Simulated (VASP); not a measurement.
Consider the following.

```
CELL_PARAMETERS angstrom
      1.44470    -2.50230     0.00000
      1.44470     2.50230     0.00000
      0.00000     0.00000     4.68190
ATOMIC_POSITIONS crystal
  Mg 0.33333 0.66667 0.25000
  Mg 0.66667 0.33333 0.75000
```

Method: PBE GGA, VASP's PBE PAW potentials (set 64) (plane waves; VASP). Numerical set-up: 500 eV cut-off, 14×14×8 Γ-centred mesh, first-order Methfessel-Paxton smearing of 0.10 eV, potentials Mg.

Task: What does the run give for the energy per atom (σ→0), pressure, band gap (on the k-mesh) with the smallest direct gap where there is one?

Result: 
- band gap (on the k-mesh): none (metal, semimetal or under 0.01 eV)
- energy per atom (σ→0): -117.7 kJ/mol of atoms
- pressure: 19.97 GPa

Only differences to runs with the same potentials and settings are physical.

The compound is Mg in the hcp structure. It was relaxed first under an external pressure of 20 GPa.
